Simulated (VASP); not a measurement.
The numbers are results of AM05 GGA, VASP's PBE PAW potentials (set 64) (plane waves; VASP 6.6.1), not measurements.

Input for VASP

**KPOINTS**
```
K-points
0
gamma
  6 6 6
0 0 0
```

### INCAR
```
ALGO  =  Normal
EDIFF  =  1E-7
ENCUT  =  520
GGA  =  AM
ISIF  =  2
ISMEAR  =  0
LASPH  =  T
LCHARG  =  F
LMAXMIX  =  4
LREAL  =  F
LWAVE  =  F
NELM  =  100
PREC  =  Accurate
SIGMA  =  0.05
SYSTEM  =  SrTiO3
```

### POSCAR
```
SrTiO3
1.0
  3.9392935132   0.0000000000   0.0000000000
  0.0000000000   3.9392935132   0.0000000000
  0.0000000000   0.0000000000   3.9392935132
Sr Ti O
1 1 3
Cartesian
  0.0000000000   0.0000000000   0.0000000000
  1.9696467566   1.9696467566   1.9696467566
  1.9696467566   0.0000000000   1.9696467566
  0.0000000000   1.9696467566   1.9696467566
  1.9696467566   1.9696467566   0.0000000000
```

POTCAR, in this order: Sr_sv Ti_sv O (PBE.64 set). Program: vasp_std.

Output

File OUTCAR:
```
 ion  position               nearest neighbor table
   1  0.000  0.000  0.000-   3 2.79   4 2.79   5 2.79   3 2.79   4 2.79   4 2.79   5 2.79   4 2.79
                             3 2.79   5 2.79   3 2.79   5 2.79   2 3.41   2 3.41   2 3.41   2 3.41
   2  0.500  0.500  0.500-   3 1.97   4 1.97   5 1.97   5 1.97   3 1.97   4 1.97   1 3.41   1 3.41
                             1 3.41   1 3.41   1 3.41   1 3.41   1 3.41   1 3.41
   3  0.500  0.000  0.500-   2 1.97   2 1.97   1 2.79   1 2.79   1 2.79   1 2.79
   4  0.000  0.500  0.500-   2 1.97   2 1.97   1 2.79   1 2.79   1 2.79   1 2.79
   5  0.500  0.500  0.000-   2 1.97   2 1.97   1 2.79   1 2.79   1 2.79   1 2.79
  LATTYP: Found a simple cubic cell.
 ALAT       =     3.9392935132
 Subroutine PRICEL returns:
 Original cell was already a primitive cell.
 Subroutine GETGRP returns: Found 48 space group operations
The static configuration has the point symmetry O_h .
The dynamic configuration has the point symmetry O_h .
 Subroutine INISYM returns: Found 48 space group operations
 Subroutine IBZKPT returns following result:
 Found     20 irreducible k-points:

 Following reciprocal coordinates:
            Coordinates               Weight
  0.000000  0.000000  0.000000      1.000000
  0.166667  0.000000  0.000000      6.000000
  0.333333  0.000000  0.000000      6.000000
  0.500000  0.000000  0.000000      3.000000
  0.166667  0.166667  0.000000     12.000000
  0.333333  0.166667  0.000000     24.000000
  0.500000  0.166667  0.000000     12.000000
  0.333333  0.333333  0.000000     12.000000
  0.500000  0.333333  0.000000     12.000000
  0.500000  0.500000  0.000000      3.000000
  0.166667  0.166667  0.166667      8.000000
  0.333333  0.166667  0.166667     24.000000
  0.500000  0.166667  0.166667     12.000000
  0.333333  0.333333  0.166667     24.000000
  0.500000  0.333333  0.166667     24.000000
  0.500000  0.500000  0.166667      6.000000
  0.333333  0.333333  0.333333      8.000000
  0.500000  0.333333  0.333333     12.000000
  0.500000  0.500000  0.333333      6.000000
...
```

File OSZICAR:
```
       N       E                     dE             d eps       ncg     rms          rms(c)
DAV:   1     0.449003900114E+03    0.44900E+03   -0.21914E+04   960   0.185E+03
DAV:   2    -0.183991610239E+01   -0.45084E+03   -0.44419E+03  1152   0.495E+02
DAV:   3    -0.483774389119E+02   -0.46538E+02   -0.46058E+02  1384   0.151E+02
DAV:   4    -0.504121653770E+02   -0.20347E+01   -0.20338E+01  1376   0.290E+01
DAV:   5    -0.504742301162E+02   -0.62065E-01   -0.62063E-01  1312   0.398E+00    0.265E+01
DAV:   6    -0.409453851358E+02    0.95288E+01   -0.62223E+01  1432   0.725E+01    0.161E+01
DAV:   7    -0.409298127737E+02    0.15572E-01   -0.89489E+00  1168   0.231E+01    0.105E+01
DAV:   8    -0.409760655448E+02   -0.46253E-01   -0.24501E+00  1224   0.165E+01    0.353E+00
DAV:   9    -0.408392632644E+02    0.13680E+00   -0.67159E-01  1176   0.813E+00    0.969E-01
DAV:  10    -0.408458024999E+02   -0.65392E-02   -0.13394E-01  1328   0.258E+00    0.890E-01
DAV:  11    -0.408354745009E+02    0.10328E-01   -0.75410E-02  1408   0.231E+00    0.158E-01
DAV:  12    -0.408353797845E+02    0.94716E-04   -0.29612E-03  1176   0.605E-01    0.595E-02
DAV:  13    -0.408354385511E+02   -0.58767E-04   -0.25410E-04  1376   0.121E-01    0.411E-02
DAV:  14    -0.408354368363E+02    0.17147E-05   -0.39173E-05  1240   0.512E-02    0.137E-02
DAV:  15    -0.408354370177E+02   -0.18141E-06   -0.24065E-05  1304   0.487E-02    0.720E-03
DAV:  16    -0.408354376223E+02   -0.60453E-06   -0.46372E-06  1304   0.223E-02    0.443E-03
DAV:  17    -0.408354374175E+02    0.20477E-06   -0.57562E-07  1104   0.974E-03    0.115E-03
DAV:  18    -0.408354373863E+02    0.31207E-07   -0.65999E-08   608   0.202E-03
   1 F= -.40835437E+02 E0= -.40835437E+02  d E =-.224764E-19
```

**OUTCAR**
```
------------------------ aborting loop because EDIFF is reached ----------------------------------------
  FORCE on cell =-STRESS in cart. coord.  units (eV):
  Direction    XX          YY          ZZ          XY          YZ          ZX
  --------------------------------------------------------------------------------------
  Total       -1.8940204     -1.8940204     -1.8940204      0.0000000      0.0000000      0.0000000
  in kB      -49.6409642    -49.6409642    -49.6409642      0.0000000      0.0000000      0.0000000
  external PRESSURE =     -49.6409642 kB  Pullay stress =       0.0000000 kB
  volume of cell :       61.13
      direct lattice vectors                 reciprocal lattice vectors
     3.939293513  0.000000000  0.000000000     0.253852625  0.000000000  0.000000000
     0.000000000  3.939293513  0.000000000     0.000000000  0.253852625  0.000000000
     0.000000000  0.000000000  3.939293513     0.000000000  0.000000000  0.253852625
 POSITION                                       TOTAL-FORCE (eV/Angst)
 -----------------------------------------------------------------------------------
      0.00000      0.00000      0.00000         0.000000      0.000000      0.000000
      1.96965      1.96965      1.96965         0.000000      0.000000      0.000000
      1.96965      0.00000      1.96965         0.000000      0.000000      0.000000
      0.00000      1.96965      1.96965         0.000000      0.000000      0.000000
      1.96965      1.96965      0.00000         0.000000      0.000000      0.000000
 -----------------------------------------------------------------------------------
    total drift:                                0.000000      0.000000     -0.000000
  FREE ENERGIE OF THE ION-ELECTRON SYSTEM (eV)
  ---------------------------------------------------
  free  energy   TOTEN  =       -40.8354373863 eV

  energy  without entropy=      -40.8354373863  energy(sigma->0) =      -40.83543739
```
(Selected blocks of OUTCAR.)

The compound is SrTiO3 in the cubic perovskite structure, the ideal cubic form; the compound distorts at low or room temperature. This cell is one point of a volume scan, at 1.03 of the reference volume.
